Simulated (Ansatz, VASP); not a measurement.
**ZnGaBiSe4: VASP beside Ansatz**

Wanted: the spread between two codes on one cell, functional and k mesh. The cell is invented: As first built, before any earlier steps moved the atoms (in the runner's words): it takes the ZnGa2Se4 structure with some of its atoms replaced by other elements, volume scaled by an estimate. It may not be a known or stable phase. The cell is taken from a series of runs on this material, whose earlier steps may have relaxed, scaled, displaced or heated it; both programs get it as it stands.

Calculated with Ansatz 0.2.0; plane waves, with VASP 6.6.1 beside it; single point at PBE.

## Step 1: The structure

The cell holds 28 atoms: 4 Bi, 16 Se, 4 Ga and 4 Zn. Cell: a = 10.964 Å, b = 8.700 Å, c = 13.996 Å, α = 90.0°, β = 141.6°, γ = 90.0°. It derives from ZnGaBiSe4. As first built, before any earlier steps moved the atoms (in the runner's words): sites of the ZnGa2Se4 structure (space group 82) filled with other elements, volume scaled by an estimate.

## Step 2: Ansatz: single point, PBE

Ansatz runs on its default PAW (the set named soft_2) files.

With cell and atoms fixed, the geometry can't cause a difference; cores, projectors, grids and the points listed under the comparison can.

The input, input.yaml:

```yaml
crystal:
  lattice:
    - [0.0, 0.0, 10.96433]
    - [6.151589, -6.151589, 0.0]
    - [6.151589, 6.151589, -10.96433]
  atoms:
    - { symbol: Bi, position: [0.9929528644, 0.013083327, 0.0139427471] }
    - { symbol: Bi, position: [0.1069034053, 0.0407103758, 0.5300652401] }
    - { symbol: Bi, position: [0.4776167786, 0.4682751075, 0.0038129986] }
    - { symbol: Bi, position: [0.4584564615, 0.4706822692, 0.4622049896] }
    - { symbol: Se, position: [0.3461228105, 0.7095574005, 0.5020407735] }
    - { symbol: Se, position: [0.3244360105, 0.7609038088, 0.9765854806] }
    - { symbol: Se, position: [0.9134366397, 0.2714357217, 0.5074020712] }
    - { symbol: Se, position: [0.8437415221, 0.3025482522, 0.9826317233] }
    - { symbol: Se, position: [0.8436667383, 0.9857523804, 0.1932657562] }
    - { symbol: Se, position: [0.8070891991, 0.9556910418, 0.717159664] }
    - { symbol: Se, position: [0.3711555905, 0.5162128029, 0.2147238705] }
    - { symbol: Se, position: [0.3526068814, 0.5323455452, 0.7406343304] }
    - { symbol: Se, position: [0.3755925645, 0.1790786982, 0.0340143742] }
    - { symbol: Se, position: [0.3352241033, 0.1921689664, 0.5359983412] }
    - { symbol: Se, position: [0.9107276923, 0.7135154023, 0.0162953832] }
    - { symbol: Se, position: [0.8913882024, 0.7964778694, 0.4843526608] }
    - { symbol: Se, position: [0.4228726885, 0.0447781866, 0.3170167903] }
    - { symbol: Se, position: [0.4751095133, 0.02149404, 0.8205864371] }
    - { symbol: Se, position: [0.8894997735, 0.5048125777, 0.2465567027] }
    - { symbol: Se, position: [0.8770364132, 0.5066569792, 0.7165954195] }
    - { symbol: Ga, position: [0.5625925517, 0.253754786, 0.3034909923] }
    - { symbol: Ga, position: [0.4930230891, 0.2826256761, 0.7847673178] }
    - { symbol: Ga, position: [0.0013368034, 0.7489867252, 0.2356352968] }
    - { symbol: Ga, position: [0.9848095799, 0.7509425207, 0.7070550796] }
    - { symbol: Zn, position: [0.4933052854, 0.9731531154, 0.006000726] }
    - { symbol: Zn, position: [0.4438208829, 0.9743141162, 0.4939710699] }
    - { symbol: Zn, position: [0.9873192457, 0.4973011851, 0.9654186097] }
    - { symbol: Zn, position: [0.9407000566, 0.5476163395, 0.4624922683] }
hamiltonian:
  xc: pbe
  pseudopotentials: { kind: paw }
kpoints:
  mp_grid: { grid: [1, 1, 1] }
scf:
  occupations: { method: fermi_dirac, width: 0.1206 }
  n_extra_bands: 11
output:
  forces: true
  stress: true
  eigenvalues: true
```

Run with:

```bash
$ ansatz run input.yaml --threads 8 --pin off --max-ram 18432MiB --backend cpu --events-out ev --progress --plain --runs-dir out
```

Numbers of over 12 decimals in the logs are rounded to 6 here.

The program printed:

```text
scf.n_extra_bands = 11 over 208 filled bands (N_el = 416.0): the run solves 219 bands
Engine: ansatz 0.2.0, aarch64-unknown-linux-gnu
Pseudopotentials: kind: paw
Pseudopotential: Bi, paw, valence charge 15, recommended cutoff 420 eV (normal), Bi.paw.azcp
Pseudopotential: Se, paw, valence charge 16, recommended cutoff 420 eV (normal), Se.paw.azcp
Pseudopotential: Ga, paw, valence charge 13, recommended cutoff 420 eV (normal), Ga.paw.azcp
Pseudopotential: Zn, paw, valence charge 12, recommended cutoff 420 eV (normal), Zn.paw.azcp
Functional definition: PBE
  parameter kappa = 0.804
  parameter beta = 0.066725
  exchange = pbe_x(kappa = kappa, mu = beta*pi^2/3)
  correlation = pbe_c(beta = beta)
Crystal: 28 atoms, lattice volume = 829.825 Å³
Basis set: ecut = 420 eV, 16301 PW (Γ), exchange–correlation on 150×120×192 points (8 copies of the dense FFT grid, shifted against one another)
Bands: 219, of which v1, the nominal top of the filled ones, is band 208 counted from 1 (207 counted from 0)
Symmetry: 1 space group operations
Space group: P1 (ITA 1), of the structure as read, at distance tolerance 9.4e-5 Å
k-points: 1
Non-local potential: Bi, projectors of the file, l = 0: 2, l = 1: 2, l = 2: 2, l = 3: 2
Non-local potential: Se, projectors of the file, l = 0: 2, l = 1: 2, l = 2: 3, l = 3: 1
Non-local potential: Ga, projectors of the file, l = 0: 2, l = 1: 2, l = 2: 3, l = 3: 1
Non-local potential: Zn, projectors of the file, l = 0: 2, l = 1: 2, l = 2: 3, l = 3: 1
PAW form: soft (Blöchl's): semilocal exchange-correlation on the pseudo side does not see the compensation charge
PAW one-centre angular grid: Bi, 590 points (default); XC on 64 Gauss nodes
PAW one-centre angular grid: Se, 590 points (default); XC on 64 Gauss nodes
PAW one-centre angular grid: Ga, 590 points (default); XC on 64 Gauss nodes
PAW one-centre angular grid: Zn, 590 points (default); XC on 64 Gauss nodes
Initial density: superposition of atomic densities (neutral atoms: chi_scale 0, normalization atom), corrected by the library's trained network
Initial wavefunctions: pseudopotential atomic-orbital guess
Functional: x = pbe(κ = 0.804, μ = 0.219515), c = pbe(β = 0.066725)
SCF iter   1: F=—  HF=-165509.629256 eV  |F-HF|=—  |Δ(HF+E_count)|=         —  Δρ=3.65e-3  dr2=2.45e-1  ethr=1.77e-3  ⟨swp⟩=5.0  Hψ=819  notcnv=0
preconditioner: auto → Resta (q_TF=auto, 2.432 Å⁻¹)  ε∞=5.4  [insulator: Δε(μ)=1.167 eV  Ē_g=8.997 eV  σ=0.121 eV  W_gap=0.98  n_scr=212 (ndim 8)  ℏωp=18.9 eV  f_vac=0.155  D(μ)=0.34/eV (n_scr^D=0)  ε∞_Penn≈5.4]
SCF iter   2: F=—  HF=-165509.583294 eV  |F-HF|=—  |Δ(HF+E_count)|=   4.60e-2  Δρ=1.97e-3  dr2=6.00e-2  ethr=5.89e-5  ⟨swp⟩=1.0  Hψ=278  notcnv=0
SCF iter   3: F=—  HF=-165509.578441 eV  |F-HF|=—  |Δ(HF+E_count)|=   4.85e-3  Δρ=7.91e-4  dr2=8.51e-3  ethr=1.44e-5  ⟨swp⟩=2.0  Hψ=357  notcnv=0
SCF iter   4: F=—  HF=-165509.578546 eV  |F-HF|=—  |Δ(HF+E_count)|=   1.05e-4  Δρ=5.08e-4  dr2=2.20e-3  ethr=2.05e-6  ⟨swp⟩=2.0  Hψ=405  notcnv=0
SCF iter   5: F=—  HF=-165509.578653 eV  |F-HF|=—  |Δ(HF+E_count)|=   1.07e-4  Δρ=1.98e-4  dr2=4.74e-4  ethr=5.28e-7  ⟨swp⟩=2.0  Hψ=287  notcnv=0
SCF iter   6: F=—  HF=-165509.578873 eV  |F-HF|=—  |Δ(HF+E_count)|=   2.20e-4  Δρ=7.87e-5  dr2=9.03e-5  ethr=1.14e-7  ⟨swp⟩=2.0  Hψ=396  notcnv=0
SCF iter   7: F=—  HF=-165509.578719 eV  |F-HF|=—  |Δ(HF+E_count)|=   1.54e-4  Δρ=3.25e-5  dr2=1.35e-5  ethr=2.17e-8  ⟨swp⟩=2.0  Hψ=402  notcnv=0
SCF iter   8: F=—  HF=-165509.578732 eV  |F-HF|=—  |Δ(HF+E_count)|=   1.33e-5  Δρ=1.81e-5  dr2=3.07e-6  ethr=3.26e-9  ⟨swp⟩=2.0  Hψ=332  notcnv=0
SCF iter   9: F=—  HF=-165509.578734 eV  |F-HF|=—  |Δ(HF+E_count)|=   1.74e-6  Δρ=8.28e-6  dr2=6.84e-7  ethr=7.38e-10  ⟨swp⟩=2.0  Hψ=332  notcnv=0
SCF iter  10: F=—  HF=-165509.578734 eV  |F-HF|=—  |Δ(HF+E_count)|=   5.34e-7  Δρ=4.67e-6  dr2=1.89e-7  ethr=1.64e-10  ⟨swp⟩=2.0  Hψ=297  notcnv=0
SCF iter  11: F=-165509.578735 eV  HF=-165509.578735 eV  |F-HF|=2.66e-8  |Δ(HF+E_count)|=   7.29e-8  Δρ=1.92e-6  dr2=3.78e-8  ethr=2.40e-11  ⟨swp⟩=5.0  Hψ=825  notcnv=0
SCF 1 converged in 11 iterations: F = -165509.578735 eV  dr2 = 3.78e-8
  greatest PAW one-centre occupation: 1.000 electrons in one spin orbital (limit 2), on the Se atom at site 17 (counted from 0), in its partial waves of l = 2
SCF converged after 11 iterations
Free energy (F): -165509.578735 eV
Harris-Foulkes:  -165509.578735 eV  (|F-HF|=2.66e-8)
Internal energy: -165509.538705 eV  (E = F + TS)
E sigma→0 (E₀):  -165509.558720 eV
Entropy (-TS):   -0.040029 eV (-1.430 meV/atom)
Fermi energy:    6.240671 eV
--- Per-component energies (eV) ---
  E_band       = -7564.798921
  E_kinetic    = 4076.428241
  E_local      = -68520.313013  (includes V_loc(G=0)·N_el)
  E_nonlocal   = -3123.143899
  E_hartree    = 31733.111358
  E_xc         = -3089.878335
  E_vxc        = -2575.587190  (∫ρ·V_xc dr)
  E_paw        = -88507.245620  (= ΣΔE_a)
  E_vpaw       = -888.387323  (= ΣTr[D̂ρ^β])
  E_aug_tail   = -0.013079  (compensation charges beyond the density's cutoff)
  E_ewald      = -38078.484359
  E_smearing   = -0.040029  (= −TS)
  E_closure    = -0.000000  (closes the sum)
  Σ components = -165509.578735   (vs F -165509.578735, Δ=0.00e0)
--- Forces (eV/Å), atoms counted from 1 ---
  atom   1  Bi    -0.37941956    -0.26126096     0.55727992
  atom   2  Bi    -1.54030694    -1.07388212     0.12886480
  atom   3  Bi     0.44883721    -0.53201108    -0.19441735
  atom   4  Bi    -0.24322116     0.43329647     0.33830049
  atom   5  Se     0.36929702    -1.06587473    -0.23219763
  atom   6  Se    -0.35452626    -0.18148469    -0.30362088
  atom   7  Se     0.94653437    -0.83650629    -0.48252576
  atom   8  Se     0.67282768    -0.23147976     0.52906913
  atom   9  Se     0.38189492     0.61018913     0.84720631
  atom  10  Se     0.14960201     0.14380048     0.53202570
  atom  11  Se    -0.33142132     0.69390936     0.41707755
  atom  12  Se    -0.60364292     0.67153192     0.00921591
  atom  13  Se     0.54426909     0.34514034    -0.40839610
  atom  14  Se     0.24403693    -0.71361616     0.68564545
  atom  15  Se     0.22172193    -0.21162479    -0.26590260
  atom  16  Se     0.03614311     0.41772617    -0.81107135
  atom  17  Se    -0.29410270    -0.26196734    -0.01007582
  atom  18  Se     0.56294753     1.48193571    -0.67976531
  atom  19  Se     0.39382626     0.10991070    -0.58016383
  atom  20  Se    -0.10231816     0.21776381    -0.18794764
  atom  21  Ga    -0.86238696    -0.80516409    -0.19038680
  atom  22  Ga     0.19679464    -0.79687052     0.81911799
  atom  23  Ga    -0.40694104     0.43096489    -0.82290306
  atom  24  Ga     0.64586546    -0.11656908    -0.93526652
  atom  25  Zn    -0.13256079     0.01036945     0.02560021
  atom  26  Zn     0.58540538     0.70205743    -0.02267296
  atom  27  Zn    -0.31594064     0.11763110     0.37671402
  atom  28  Zn    -0.83319691     0.70212099     0.86121712
  max |Σ_I F_I| component: 3.63e-5 eV/Å
--- Stress (GPa, compression-positive) ---
        1.844471      -0.705192       0.636954
       -0.705192       1.603494      -0.381455
        0.636954      -0.381455      -1.133424
  P = ⅓ Tr σ = 0.7715 GPa (7.715 kbar)
--- Band table (eV) ---
  k-point 0: bands = [... 204 lower, 5.2867, 5.3236, 5.4882, 5.6940, 6.7798, 7.0258, 7.1278, 7.2565, ... 7 higher]
```

The run ends at a pressure of 0.77 GPa, with forces up to 1.9 eV/Å.

[end of part 1 of 3]

[Lines on the potential files, build, host, timing and source positions are cut from VASP's logs without a mark.]

[Logs are printed without paths, hosts, clocks, repeated set-up lines and the standing remarks that a program may print on its own settings, such as how far it seeks lower states.]

[Hosts, paths, dates, database ids (printed as entryN), source tags and the programs' standing remarks are cut or masked in the printed files.]
